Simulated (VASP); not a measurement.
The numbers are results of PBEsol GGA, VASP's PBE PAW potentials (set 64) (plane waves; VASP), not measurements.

VASP ran on this input.

INCAR:
```
# general
SYSTEM  =  Ca2Si
PREC    =  Accurate
ENCUT   =  400   # plane-wave cut-off (eV)
LREAL   =  F   # projection in real space or not
LASPH   =  T   # aspherical one-centre terms

# electronic loop
EDIFF   =  1E-6   # SCF stop (eV)
NELM    =  100
ALGO    =  Normal   # blocked Davidson

# smearing
ISMEAR  =  0   # Gaussian
SIGMA   =  0.05

# functional
GGA     =  PS   # PBEsol

# ions
IBRION  =  2
NSW     =  60   # most ionic steps
ISIF    =  3   # ions, shape and volume
EDIFFG  =  -0.02   # ionic stop

# output
LWAVE   =  F
LCHARG  =  F
```

File POSCAR:
```
Ca2Si
1
    0.0000000000     3.5460718921     3.5460718921
    3.5460718921     0.0000000000     3.5460718921
    3.5460718921     3.5460718921    -0.0000000000
Ca Si
2 1
Direct
  0.7500000000   0.7500000000   0.7500000000
  0.2500000000   0.2500000000   0.2500000000
  1.0000000000   1.0000000000   1.0000000000
```

### KPOINTS
```
Automatic mesh
0
Gamma
5 5 5
0 0 0
```

POTCAR, in this order: Ca_sv Si (PBE.64 set). Program: vasp_std.

Output

**OSZICAR**
```
       N       E                     dE             d eps       ncg     rms          rms(c)
DAV:   1     0.162624776366E+03    0.16262E+03   -0.10569E+04   320   0.110E+03
DAV:   2    -0.202766673325E+01   -0.16465E+03   -0.16249E+03   360   0.333E+02
DAV:   3    -0.117008558563E+02   -0.96732E+01   -0.96679E+01   616   0.595E+01
DAV:   4    -0.120407274363E+02   -0.33987E+00   -0.33984E+00   456   0.114E+01
DAV:   5    -0.120536900174E+02   -0.12963E-01   -0.12962E-01   552   0.165E+00    0.555E+00
DAV:   6    -0.114539085624E+02    0.59978E+00   -0.17534E+00   344   0.400E+00    0.309E+00
DAV:   7    -0.113760230761E+02    0.77885E-01   -0.49350E-01   480   0.273E+00    0.932E-01
DAV:   8    -0.113697849821E+02    0.62381E-02   -0.42337E-02   400   0.135E+00    0.203E-01
DAV:   9    -0.113692118609E+02    0.57312E-03   -0.43671E-03   568   0.366E-01    0.139E-01
DAV:  10    -0.113692820343E+02   -0.70173E-04   -0.50772E-04   480   0.196E-01    0.336E-02
DAV:  11    -0.113692681983E+02    0.13836E-04   -0.75292E-05   520   0.738E-02    0.142E-02
DAV:  12    -0.113692677996E+02    0.39878E-06   -0.14522E-05   464   0.307E-02    0.184E-03
DAV:  13    -0.113692682095E+02   -0.40997E-06   -0.23281E-06   392   0.767E-03
   1 F= -.11369268E+02 E0= -.11369268E+02  d E =-.113693E+02
```

### OUTCAR
```
------------------------ aborting loop because EDIFF is reached ----------------------------------------
  FORCE on cell =-STRESS in cart. coord.  units (eV):
  Direction    XX          YY          ZZ          XY          YZ          ZX
  --------------------------------------------------------------------------------------
  Total        0.0512661      0.0512661      0.0512661      0.0000000      0.0000000      0.0000000
  in kB        0.9210175      0.9210175      0.9210175      0.0000000      0.0000000      0.0000000
  external PRESSURE =       0.9210175 kB  Pullay stress =       0.0000000 kB
  volume of cell :       89.18
      direct lattice vectors                 reciprocal lattice vectors
     0.000000000  3.546071892  3.546071892    -0.141001089  0.141001089  0.141001089
     3.546071892  0.000000000  3.546071892     0.141001089 -0.141001089  0.141001089
     3.546071892  3.546071892  0.000000000     0.141001089  0.141001089 -0.141001089
 POSITION                                       TOTAL-FORCE (eV/Angst)
 -----------------------------------------------------------------------------------
      5.31911      5.31911      5.31911        -0.000000     -0.000000     -0.000000
      1.77304      1.77304      1.77304         0.000000      0.000000      0.000000
      0.00000      0.00000      0.00000         0.000000      0.000000      0.000000
 -----------------------------------------------------------------------------------
    total drift:                                0.000000      0.000000      0.000000
  FREE ENERGIE OF THE ION-ELECTRON SYSTEM (eV)
  ---------------------------------------------------
  free  energy   TOTEN  =       -11.3692682095 eV

  energy  without entropy=      -11.3692682095  energy(sigma->0) =      -11.36926821

 reached required accuracy - stopping structural energy minimisation
```
(Selected blocks of OUTCAR.)

The structure comes from a computed database's Ca2Si entry (Fm-3m); how it stands against other phases isn't given here. It was relaxed first. The start is the result of an earlier pass.
